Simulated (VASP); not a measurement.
Computed with PBE GGA, VASP's PBE PAW potentials (set 64) (plane waves; VASP 6.6.1).

A VASP calculation is set up with these files.

### POSCAR
```
SrVO3
3.9691560
  1.0000000000   0.0000000000   0.0000000000
  0.0000000000   1.0000000000   0.0000000000
  0.0000000000   0.0000000000   1.0000000000
Sr V O
1 1 3
Direct
  0.0000000000   0.0000000000   0.0000000000
  0.5000000000   0.5000000000   0.5000000000
  0.5000000000   0.0000000000   0.5000000000
  0.0000000000   0.5000000000   0.5000000000
  0.5000000000   0.5000000000   0.0000000000
```

**INCAR**
```
! general
SYSTEM  = SrVO3
PREC    = Accurate
ENCUT   = 400
LREAL   = .FALSE.
LASPH   = .TRUE.

! electronic loop
EDIFF   = 1E-6
NELM    = 100
ALGO    = Normal
LMAXMIX = 4

! smearing
ISMEAR  = 0
SIGMA   = 0.1

! functional
GGA     = PE

! spin
ISPIN   = 2

! ions
ISIF    = 2

! output
LWAVE   = .FALSE.
LCHARG  = .FALSE.
LORBIT  = 11
```

KPOINTS:
```
kpoints
0
Gamma
 7 7 7
```

POTCAR, in this order: Sr_sv V_sv O (PBE.64 set). Program: vasp_std. The INCAR's line for the spin-polarised start is left out here.

Q: What will the output report for the number of irreducible k-points (NKPTS), largest plane-wave count, number of space-group operations, FFT grid (NGX, NGY, NGZ)?

A: 
The number of irreducible k-points (NKPTS) comes out as 20, the largest plane-wave count comes out as 1147 and the number of space-group operations is 48. The FFT grid (NGX, NGY, NGZ) is 28 × 28 × 28.

The structure comes from a computed database's SrVO3 entry; how it stands against other phases isn't given here. The cell was not relaxed at this level.
